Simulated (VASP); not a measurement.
Computed with LDA (Ceperley-Alder, Perdew-Zunger), VASP's LDA PAW potentials (set 64) (plane waves; VASP 6.6.1).

The input files of a VASP run:

### POSCAR
```
Hf
1
    4.8486145070     0.0000000000    -0.0000000000
   -2.4243072535     4.1990234834     0.0000000000
    0.0000000000     0.0000000000     3.0349524061
Hf
3
Direct
  0.6666670000   0.3333330000   0.5000000000
  0.3333330000   0.6666670000   0.5000000000
  0.0000000000   1.0000000000   0.0000000000
```

KPOINTS:
```
Automatic mesh
0
Gamma
7 7 9
0 0 0
```

INCAR:
```
! general
SYSTEM  = Hf
PREC    = Accurate
ENCUT   = 400
LREAL   = .False.
LASPH   = .True.

! electronic loop
EDIFF   = 1E-6
NELM    = 100
ALGO    = Normal
LMAXMIX = 6

! smearing
ISMEAR  = 1
SIGMA   = 0.1

! ions
IBRION  = 2
NSW     = 60
ISIF    = 3
EDIFFG  = -0.02

! output
LWAVE   = .False.
LCHARG  = .False.
```

POTCAR, in this order: Hf_pv (LDA.64 set). Program: vasp_std.

What VASP printed:

**OUTCAR**
```
 ion  position               nearest neighbor table
   1  0.667  0.333  0.500-   2 2.80   2 2.80   2 2.80   3 3.18   3 3.18   3 3.18   3 3.18   3 3.18
                             3 3.18
   2  0.333  0.667  0.500-   1 2.80   1 2.80   1 2.80   3 3.18   3 3.18   3 3.18   3 3.18   3 3.18
                             3 3.18
   3  0.000  0.000  0.000-   1 3.18   2 3.18   1 3.18   2 3.18   1 3.18   1 3.18   2 3.18   2 3.18
                             1 3.18   1 3.18   2 3.18   2 3.18
  LATTYP: Found a hexagonal cell.
 ALAT       =     4.8486145070
 C/A-ratio  =     0.6259421948
 Subroutine PRICEL returns:
 Original cell was already a primitive cell.
 Subroutine GETGRP returns: Found 24 space group operations
The static configuration has the point symmetry D_6h.
The dynamic configuration has the point symmetry D_6h.
 Subroutine INISYM returns: Found 24 space group operations
 Subroutine IBZKPT returns following result:
 Found     40 irreducible k-points:

 Following reciprocal coordinates:
            Coordinates               Weight
  0.000000  0.000000  0.000000      1.000000
  0.142857  0.000000  0.000000      6.000000
  0.285714  0.000000  0.000000      6.000000
  0.428571  0.000000  0.000000      6.000000
...
```

OSZICAR:
```
       N       E                     dE             d eps       ncg     rms          rms(c)
DAV:   1     0.854414695391E+02    0.85441E+02   -0.14921E+04  1576   0.124E+03
DAV:   2    -0.266372528302E+02   -0.11208E+03   -0.10800E+03  1724   0.288E+02
DAV:   3    -0.329055149239E+02   -0.62683E+01   -0.57517E+01  2154   0.401E+01
DAV:   4    -0.331019554020E+02   -0.19644E+00   -0.19346E+00  2026   0.587E+00
DAV:   5    -0.331047179130E+02   -0.27625E-02   -0.27583E-02  1965   0.638E-01    0.832E+01
DAV:   6    -0.322988003088E+02    0.80592E+00   -0.74620E-01  1604   0.639E+00    0.487E+01
DAV:   7    -0.320237668236E+02    0.27503E+00   -0.11560E+00  1544   0.711E+00    0.258E+00
DAV:   8    -0.320142649616E+02    0.95019E-02   -0.90022E-02  1994   0.187E+00    0.205E+00
DAV:   9    -0.320101241131E+02    0.41408E-02   -0.34151E-02  1815   0.140E+00    0.922E-01
DAV:  10    -0.320097649875E+02    0.35913E-03   -0.50733E-03  1852   0.491E-01    0.131E-01
DAV:  11    -0.320097651256E+02   -0.13817E-06   -0.18881E-04  1982   0.104E-01    0.597E-02
DAV:  12    -0.320097653384E+02   -0.21276E-06   -0.20812E-05  1920   0.344E-02    0.279E-02
DAV:  13    -0.320097650965E+02    0.24186E-06   -0.20487E-06  1109   0.105E-02
   1 F= -.32009765E+02 E0= -.32009454E+02  d E =-.320098E+02
       N       E                     dE             d eps       ncg     rms          rms(c)
DAV:   1    -0.320161721865E+02   -0.64068E-02   -0.24202E-01  1535   0.378E+00    0.989E-01
DAV:   2    -0.320116766529E+02    0.44955E-02   -0.94746E-03  1748   0.690E-01    0.338E-01
DAV:   3    -0.320104752687E+02    0.12014E-02   -0.15671E-03  1738   0.269E-01    0.221E-01
DAV:   4    -0.320101689634E+02    0.30631E-03   -0.64469E-04  1827   0.173E-01    0.139E-01
DAV:   5    -0.320101506139E+02    0.18350E-04   -0.96380E-05  1954   0.684E-02    0.718E-02
DAV:   6    -0.320101474302E+02    0.31837E-05   -0.25472E-05  1883   0.333E-02    0.135E-02
DAV:   7    -0.320101473157E+02    0.11447E-06   -0.22240E-06  1086   0.108E-02
   2 F= -.32010147E+02 E0= -.32009976E+02  d E =-.382219E-03
       N       E                     dE             d eps       ncg     rms          rms(c)
DAV:   1    -0.320109757270E+02   -0.82830E-03   -0.27623E-02  1532   0.128E+00    0.329E-01
DAV:   2    -0.320104592006E+02    0.51653E-03   -0.10653E-03  1735   0.232E-01    0.115E-01
DAV:   3    -0.320103226958E+02    0.13650E-03   -0.17648E-04  1739   0.901E-02    0.752E-02
DAV:   4    -0.320102873409E+02    0.35355E-04   -0.72618E-05  1802   0.583E-02    0.464E-02
DAV:   5    -0.320102853515E+02    0.19894E-05   -0.10733E-05  1745   0.227E-02    0.232E-02
DAV:   6    -0.320102849491E+02    0.40243E-06   -0.28101E-06  1238   0.118E-02
   3 F= -.32010285E+02 E0= -.32010063E+02  d E =-.519853E-03
       N       E                     dE             d eps       ncg     rms          rms(c)
DAV:   1    -0.320108926308E+02   -0.60728E-03   -0.20976E-02  1523   0.110E+00    0.363E-01
DAV:   2    -0.320104507031E+02    0.44193E-03   -0.10064E-03  1706   0.225E-01    0.911E-02
DAV:   3    -0.320103314583E+02    0.11924E-03   -0.18875E-04  1807   0.100E-01    0.428E-02
DAV:   4    -0.320102996674E+02    0.31791E-04   -0.78811E-05  1678   0.615E-02    0.360E-02
DAV:   5    -0.320102980956E+02    0.15718E-05   -0.73198E-06  1856   0.186E-02    0.292E-02
DAV:   6    -0.320102977029E+02    0.39270E-06   -0.26220E-06  1249   0.111E-02
   4 F= -.32010298E+02 E0= -.32010087E+02  d E =-.127538E-04
       N       E                     dE             d eps       ncg     rms          rms(c)
DAV:   1    -0.320104354334E+02   -0.13734E-03   -0.40470E-03  1526   0.483E-01    0.158E-01
DAV:   2    -0.320103496564E+02    0.85777E-04   -0.19756E-04  1731   0.996E-02    0.411E-02
DAV:   3    -0.320103266442E+02    0.23012E-04   -0.36973E-05  1796   0.442E-02    0.189E-02
DAV:   4    -0.320103203417E+02    0.63025E-05   -0.15397E-05  1688   0.272E-02    0.157E-02
DAV:   5    -0.320103199832E+02    0.35849E-06   -0.12743E-06   985   0.844E-03
   5 F= -.32010320E+02 E0= -.32010104E+02  d E =-.350341E-04
```

### OUTCAR
```
------------------------ aborting loop because EDIFF is reached ----------------------------------------
  FORCE on cell =-STRESS in cart. coord.  units (eV):
  Direction    XX          YY          ZZ          XY          YZ          ZX
  --------------------------------------------------------------------------------------
  Total        0.0036293      0.0036293      0.0100121      0.0000000      0.0000000      0.0000000
  in kB        0.0938912      0.0938912      0.2590181      0.0000000      0.0000000      0.0000000
  external PRESSURE =       0.1489335 kB  Pullay stress =       0.0000000 kB
  volume of cell :       61.93
      direct lattice vectors                 reciprocal lattice vectors
     4.859009635  0.000000000  0.000000000     0.205803255  0.118820561 -0.000000000
    -2.429504818  4.208025929 -0.000000000     0.000000000  0.237641121 -0.000000000
     0.000000000  0.000000000  3.028860457     0.000000000  0.000000000  0.330157171
 POSITION                                       TOTAL-FORCE (eV/Angst)
 -----------------------------------------------------------------------------------
      2.42951      1.40267      1.51443         0.000000     -0.000000      0.000000
     -0.00000      2.80535      1.51443        -0.000000      0.000000     -0.000000
      0.00000      0.00000      0.00000         0.000000     -0.000000     -0.000000
 -----------------------------------------------------------------------------------
    total drift:                                0.000000     -0.000000      0.000000
  FREE ENERGIE OF THE ION-ELECTRON SYSTEM (eV)
  ---------------------------------------------------
  free  energy   TOTEN  =       -32.0103199832 eV

  energy  without entropy=      -32.0096706984  energy(sigma->0) =      -32.01010355

 reached required accuracy - stopping structural energy minimisation
```
(Selected blocks of OUTCAR.)

CONTCAR:
```
Hf
   1.00000000000000
     4.8590096352135292    0.0000000000000000    0.0000000000000000
    -2.4295048176067646    4.2080259294548501   -0.0000000000000000
     0.0000000000000000    0.0000000000000000    3.0288604569323314
  Hf
     3
Direct
     0.6666669999999968    0.3333330000000032    0.5000000000000000
     0.3333330000000032    0.6666669999999968    0.5000000000000000
     0.0000000000000000    0.0000000000000000    0.0000000000000000
```

**OUTCAR**
```
 val. band max:        5.1991076009   @ k =   0.4286   0.0000   0.1111

 cond. band min:       5.2097360657   @ k =   0.1429   0.0000   0.0000


 Fermi energy:         5.2024775069

 k-point     1 :       0.0000    0.0000    0.0000
  band No.  band energies     occupation
      1     -25.2800      2.00000
      2     -25.2800      2.00000
      3     -25.2741      2.00000
      4     -25.2740      2.00000
      5     -24.7779      2.00000
      6     -24.4854      2.00000
      7     -24.3647      2.00000
      8     -24.3198      2.00000
      9     -24.3198      2.00000
     10      -2.1897      2.00000
     11       2.4261      2.00000
     12       4.5426      2.00000
     13       4.5913      2.00000
     14       4.5913      2.00000
     15       4.6468      2.00000
     16       4.6469      2.00000
     17       6.2744     -0.00000
     18       7.3365      0.00000
     19       7.3365      0.00000

 k-point     2 :       0.1429    0.0000    0.0000
  band No.  band energies     occupation
      1     -25.4220      2.00000
      2     -25.3864      2.00000
      3     -25.1266      2.00000
      4     -25.1049      2.00000
      5     -24.7664      2.00000
      6     -24.4888      2.00000
      7     -24.3883      2.00000
      8     -24.3735      2.00000
      9     -24.3224      2.00000
     10      -1.9070      2.00000
     11       2.4246      2.00000
     12       3.4174      2.00000
     13       4.1602      2.00000
     14       4.2800      2.00000
     15       5.2097      0.87750
     16       5.4509     -0.00249
     17       6.3918     -0.00000
     18       7.0216     -0.00000
     19       7.4369      0.00000

 k-point     3 :       0.2857    0.0000    0.0000
  band No.  band energies     occupation
      1     -25.5350      2.00000
      2     -25.3843      2.00000
      3     -25.0006      2.00000
      4     -24.9746      2.00000
      5     -24.7387      2.00000
      6     -24.5326      2.00000
      7     -24.4950      2.00000
...
```

Unless said otherwise, spin-orbit coupling is left out, though it shifts the bands of the heavy elements here.

The structure comes from a computed database's Hf entry (P6/mmm); how it stands against other phases isn't given here. This run relaxes it. Symmetry was kept, so distortions that lower it aren't found. The start is the result of an earlier pass.
